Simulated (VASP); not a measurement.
Output of a VASP run:

File OSZICAR:
```
...
DAV:   6    -0.776083064582E+01    0.16654E+00   -0.11335E-01  1004   0.654E+00    0.294E+00
DAV:   7    -0.769296520517E+01    0.67865E-01   -0.12885E-01   849   0.315E+00    0.439E-01
DAV:   8    -0.769301771192E+01   -0.52507E-04   -0.76460E-03   847   0.128E+00    0.216E-01
DAV:   9    -0.769298383723E+01    0.33875E-04   -0.66954E-04   887   0.232E-01    0.663E-02
DAV:  10    -0.769296963503E+01    0.14202E-04   -0.29265E-05   928   0.609E-02    0.107E-02
DAV:  11    -0.769297163847E+01   -0.20034E-05   -0.48179E-06   874   0.187E-02    0.443E-03
DAV:  12    -0.769297157471E+01    0.63763E-07   -0.35055E-07   482   0.831E-03
   1 F= 0.41042048E+01 E0= 0.41042076E+01  d E =0.410420E+01
       N       E                     dE             d eps       ncg     rms          rms(c)
DAV:   1    -0.206407481636E+02   -0.12948E+02   -0.15251E+02   994   0.211E+02    0.286E+01
DAV:   2    -0.634436314219E+01    0.14296E+02   -0.77211E+01   879   0.410E+02    0.745E+00
DAV:   3    -0.402695032449E+01    0.23174E+01   -0.63582E+00   864   0.490E+01    0.555E+00
DAV:   4    -0.325339522332E+01    0.77356E+00   -0.91232E-01   998   0.103E+01    0.146E+00
DAV:   5    -0.321487487367E+01    0.38520E-01   -0.57958E-02   942   0.780E+00    0.100E+00
DAV:   6    -0.320045326847E+01    0.14422E-01   -0.40489E-02  1101   0.594E+00    0.563E-02
DAV:   7    -0.320103150851E+01   -0.57824E-03   -0.58985E-03   779   0.797E-01    0.686E-02
DAV:   8    -0.320103328244E+01   -0.17739E-05   -0.75788E-05  1101   0.102E-01    0.326E-02
DAV:   9    -0.320103678700E+01   -0.35046E-05   -0.48298E-06   870   0.242E-02    0.759E-03
DAV:  10    -0.320103602802E+01    0.75898E-06   -0.45093E-06   699   0.635E-02
   2 F= 0.55318741E+01 E0= 0.55323136E+01  d E =0.142767E+01
       N       E                     dE             d eps       ncg     rms          rms(c)
DAV:   1    -0.150797331646E+02   -0.11879E+02   -0.12743E+02   944   0.346E+02    0.154E+01
DAV:   2    -0.901692023453E+01    0.60628E+01   -0.94431E+00   939   0.603E+01    0.770E+00
DAV:   3    -0.724451518269E+01    0.17724E+01   -0.29837E+00  1004   0.376E+01    0.107E+00
DAV:   4    -0.708148472415E+01    0.16303E+00   -0.55451E-01   894   0.177E+01    0.645E-01
DAV:   5    -0.706848749341E+01    0.12997E-01   -0.56600E-02   929   0.576E+00    0.214E-01
DAV:   6    -0.706623338735E+01    0.22541E-02   -0.92456E-03   889   0.171E+00    0.488E-02
DAV:   7    -0.706596046041E+01    0.27293E-03   -0.26722E-03   969   0.128E+00    0.258E-02
DAV:   8    -0.706593099596E+01    0.29464E-04   -0.45236E-04   919   0.454E-01    0.509E-03
DAV:   9    -0.706593326335E+01   -0.22674E-05   -0.25070E-05   869   0.541E-02    0.205E-03
DAV:  10    -0.706593338682E+01   -0.12347E-06   -0.95598E-07   460   0.163E-02
   3 F= 0.39551153E+01 E0= 0.39553329E+01  d E =-.149090E+00
       N       E                     dE             d eps       ncg     rms          rms(c)
DAV:   1    -0.700587633777E+01    0.60057E-01   -0.75167E-02   999   0.611E+00    0.452E-01
DAV:   2    -0.700101950433E+01    0.48568E-02   -0.93885E-03   964   0.267E+00    0.200E-01
DAV:   3    -0.699989615958E+01    0.11233E-02   -0.92862E-04  1009   0.689E-01    0.521E-02
DAV:   4    -0.699974787911E+01    0.14828E-03   -0.14785E-04   974   0.185E-01    0.138E-02
DAV:   5    -0.699974119850E+01    0.66806E-05   -0.59002E-06   998   0.355E-02    0.435E-03
DAV:   6    -0.699974048921E+01    0.70929E-06   -0.97542E-07   402   0.212E-02
   4 F= 0.39537574E+01 E0= 0.39539863E+01  d E =-.150447E+00
```

OUTCAR:
```
------------------------ aborting loop because EDIFF is reached ----------------------------------------
  FORCE on cell =-STRESS in cart. coord.  units (eV):
  Direction    XX          YY          ZZ          XY          YZ          ZX
  --------------------------------------------------------------------------------------
  Total       10.9135697     10.9135697     10.9135697      0.0000000      0.0000000      0.0000000
  in kB      448.3596421    448.3596421    448.3596421      0.0000000      0.0000000      0.0000000
  external PRESSURE =      -1.6403579 kB  Pullay stress =     450.0000000 kB
  volume of cell :       39.00
      direct lattice vectors                 reciprocal lattice vectors
     0.000000000  2.691577981  2.691577981    -0.185764635  0.185764635  0.185764635
     2.691577981 -0.000000000  2.691577981     0.185764635 -0.185764635  0.185764635
     2.691577981  2.691577981 -0.000000000     0.185764635  0.185764635 -0.185764635
  FREE ENERGIE OF THE ION-ELECTRON SYSTEM (eV)
  ---------------------------------------------------
  free  energy   TOTEN  =        -6.9997404892 eV

  energy  without entropy=       -6.9992825678  energy(sigma->0) =       -6.99951153
  enthalpy is  TOTEN    =         3.9537573643 eV   P V=       10.9534978535

 reached required accuracy - stopping structural energy minimisation
```
(Selected blocks of OUTCAR.)

File POSCAR:
```
GaSb
1
    0.0000000000     2.7589810357     2.7589810357
    2.7589810357     0.0000000000     2.7589810357
    2.7589810357     2.7589810357     0.0000000000
Ga Sb
1 1
Direct
  0.0000000000   0.0000000000   0.0000000000
  0.2500000000   0.2500000000   0.2500000000
```

Q: Reconstruct the remaining input files.

A: One answer among several that fit: the input of the run itself, LDA (Ceperley-Alder, Perdew-Zunger), plane waves, VASP's LDA PAW potentials (set 64).

### INCAR
```
ALGO = Normal
EDIFF = 1E-6
EDIFFG = -0.02
ENCUT = 500
IBRION = 2
ISIF = 3
ISMEAR = 0
LASPH = .TRUE.
LCHARG = .FALSE.
LMAXMIX = 4
LREAL = .FALSE.
LWAVE = .FALSE.
NELM = 100
NSW = 40
PREC = Accurate
PSTRESS = 450
SIGMA = 0.05
SYSTEM = GaSb
```

**KPOINTS**
```
Automatic mesh
0
Gamma
8 8 8
0 0 0
```

POTCAR, in this order: Ga_d Sb (LDA.64 set). Program: vasp_std.

Energy and stress use the plane-wave basis of the starting cell.

The compound is GaSb in the zinc blende structure. This run relaxes it under an external pressure of 45 GPa. Symmetry was kept, so distortions that lower it aren't found.
